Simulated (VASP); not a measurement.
All values below come from r2SCAN meta-GGA, VASP's PBE PAW potentials (set 64) (plane waves; VASP 6.6.1).

VASP input:

File KPOINTS:
```
Automatic mesh
0
Gamma
9 9 5
0 0 0
```

POSCAR:
```
SnO2
1
    3.1994232321     0.0000000000     0.0000000000
   -1.5997116160     2.7707819065    -0.0000000000
    0.0000000000    -0.0000000000     4.7980835903
Sn O
1 2
Direct
  0.0000000000   0.0000000000   1.0000000000
  0.3333330000   0.6666670000   0.2065626936
  0.6666670000   0.3333330000   0.7934373064
```

**KPOINTS_OPT**
```
k-points along high-symmetry lines
6
Line-mode
Reciprocal
  0.000000   0.000000   0.000000 ! GAMMA
  0.500000   0.000000   0.000000 ! M

  0.500000   0.000000   0.000000 ! M
  0.333333   0.333333   0.000000 ! K

  0.333333   0.333333   0.000000 ! K
  0.000000   0.000000   0.000000 ! GAMMA

  0.000000   0.000000   0.000000 ! GAMMA
  0.000000   0.000000   0.500000 ! A

  0.000000   0.000000   0.500000 ! A
  0.500000   0.000000   0.500000 ! L

  0.500000   0.000000   0.500000 ! L
  0.333333   0.333333   0.500000 ! H

  0.333333   0.333333   0.500000 ! H
  0.000000   0.000000   0.500000 ! A

  0.500000   0.000000   0.500000 ! L
  0.500000   0.000000   0.000000 ! M

  0.333333   0.333333   0.500000 ! H
  0.333333   0.333333   0.000000 ! K
```

### INCAR
```
ALGO = Normal
EDIFF = 1E-7
ENCUT = 520
ISIF = 2
ISMEAR = -5
LASPH = .TRUE.
LCHARG = .FALSE.
LEFG = .TRUE.
LMAXMIX = 4
LMIXTAU = .TRUE.
LORBIT = 11
LREAL = .FALSE.
LWAVE = .FALSE.
METAGGA = R2SCAN
NEDOS = 601
NELM = 100
PREC = Accurate
SYSTEM = SnO2
```

POTCAR, in this order: Sn_d O (PBE.64 set). Program: vasp_std.

What VASP printed:

OSZICAR:
```
       N       E                     dE             d eps       ncg     rms          rms(c)
DAV:   1     0.219241936163E+03    0.21924E+03   -0.14387E+04  1750   0.225E+03
DAV:   2    -0.267806185138E+02   -0.24602E+03   -0.23997E+03  2005   0.500E+02
DAV:   3    -0.503884525395E+02   -0.23608E+02   -0.23493E+02  2006   0.151E+02
DAV:   4    -0.509947053647E+02   -0.60625E+00   -0.60585E+00  2163   0.256E+01
DAV:   5    -0.510090911249E+02   -0.14386E-01   -0.14385E-01  2395   0.369E+00    0.107E+01
DAV:   6    -0.431490594439E+02    0.78600E+01   -0.91589E+00  2537   0.675E+01    0.488E+00
DAV:   7    -0.409865440384E+02    0.21625E+01   -0.10666E+00  1833   0.129E+01    0.221E+00
DAV:   8    -0.435831777009E+02   -0.25966E+01   -0.88814E-01  1767   0.934E+00    0.154E+00
DAV:   9    -0.415739799941E+02    0.20092E+01   -0.32361E-01  1701   0.603E+00    0.344E-01
DAV:  10    -0.416573473522E+02   -0.83367E-01   -0.15716E-01  1755   0.394E+00    0.284E-01
DAV:  11    -0.416207542230E+02    0.36593E-01   -0.13299E-02  1771   0.135E+00    0.197E-01
DAV:  12    -0.416215007373E+02   -0.74651E-03   -0.18010E-03  2425   0.498E-01    0.103E-01
DAV:  13    -0.416098960872E+02    0.11605E-01   -0.68535E-03  1744   0.101E+00    0.767E-02
DAV:  14    -0.416228793724E+02   -0.12983E-01   -0.99850E-03  1710   0.120E+00    0.513E-02
DAV:  15    -0.416229723697E+02   -0.92997E-04   -0.23972E-04  2087   0.169E-01    0.511E-02
DAV:  16    -0.416228679639E+02    0.10441E-03   -0.11256E-04  1845   0.125E-01    0.267E-02
DAV:  17    -0.416229419806E+02   -0.74017E-04   -0.13275E-04  1743   0.125E-01    0.957E-03
DAV:  18    -0.416230173962E+02   -0.75416E-04   -0.17841E-05  2028   0.561E-02    0.694E-03
DAV:  19    -0.416230009923E+02    0.16404E-04   -0.54545E-06  1874   0.231E-02    0.288E-03
DAV:  20    -0.416230098157E+02   -0.88234E-05   -0.18734E-06  1873   0.143E-02    0.117E-03
DAV:  21    -0.416230043425E+02    0.54732E-05   -0.25814E-07  1439   0.843E-03    0.539E-04
DAV:  22    -0.416230072597E+02   -0.29172E-05   -0.13025E-07  1424   0.411E-03    0.386E-04
DAV:  23    -0.416230057256E+02    0.15341E-05   -0.23279E-08  1098   0.227E-03    0.320E-04
DAV:  24    -0.416230064786E+02   -0.75295E-06   -0.40643E-09   933   0.963E-04    0.253E-04
DAV:  25    -0.416230059393E+02    0.53926E-06   -0.10234E-08   924   0.907E-04    0.295E-05
DAV:  26    -0.416230061098E+02   -0.17051E-06   -0.11794E-09   920   0.429E-04    0.382E-05
DAV:  27    -0.416230061485E+02   -0.38667E-07   -0.12482E-10   919   0.152E-04
   1 F= -.41623006E+02 E0= -.41623006E+02  d E =0.000000E+00
       N       E                     dE             ncg
       N       E                     dE             ncg
```

File OUTCAR:
```
------------------------ aborting loop because EDIFF is reached ----------------------------------------
  FORCE on cell =-STRESS in cart. coord.  units (eV):
  Direction    XX          YY          ZZ          XY          YZ          ZX
  --------------------------------------------------------------------------------------
  Total        0.0045675      0.0045675     -0.0678751      0.0000000      0.0000000     -0.0000000
  in kB        0.1720476      0.1720476     -2.5566984      0.0000000      0.0000000     -0.0000000
  external PRESSURE =      -0.7375344 kB  Pullay stress =       0.0000000 kB
  volume of cell :       42.53
      direct lattice vectors                 reciprocal lattice vectors
     3.199423232  0.000000000  0.000000000     0.312556335  0.180454477  0.000000000
    -1.599711616  2.770781906  0.000000000     0.000000000  0.360908954  0.000000000
     0.000000000  0.000000000  4.798083590     0.000000000  0.000000000  0.208416544
 POSITION                                       TOTAL-FORCE (eV/Angst)
 -----------------------------------------------------------------------------------
      0.00000      0.00000      0.00000        -0.000000      0.000000      0.000000
     -0.00000      1.84719      0.99111        -0.000000      0.000000      0.017424
      1.59971      0.92359      3.80698         0.000000     -0.000000     -0.017424
 -----------------------------------------------------------------------------------
    total drift:                                0.000000      0.000000      0.000000
  FREE ENERGIE OF THE ION-ELECTRON SYSTEM (eV)
  ---------------------------------------------------
  free  energy   TOTEN  =       -41.6230061485 eV

  energy  without entropy=      -41.6230061485  energy(sigma->0) =      -41.62300615

 total charge

# of ion       s       p       d       tot
------------------------------------------
    1        0.867   1.094  10.345  12.306
    2        1.576   3.475   0.000   5.051
    3        1.576   3.475   0.000   5.051
--------------------------------------------------
tot          4.019   8.043  10.345  22.408

 Electric field gradients after diagonalization (V/A^2)
 (convention: |V_zz| > |V_xx| > |V_yy|)
----------------------------------------------------------------------
 ion       V_xx      V_yy      V_zz     asymmetry (V_yy - V_xx)/ V_zz
----------------------------------------------------------------------
   1     -64.318   -64.312   128.630       0.000
   2      34.392    34.388   -68.779       0.000
   3      34.392    34.388   -68.779       0.000
```
(Selected blocks of OUTCAR.)

The structure was generated: SnO2 was put into the CdI2 type (P-3m1), which need not be its known phase. It was relaxed first, which changed the volume by +12 %.
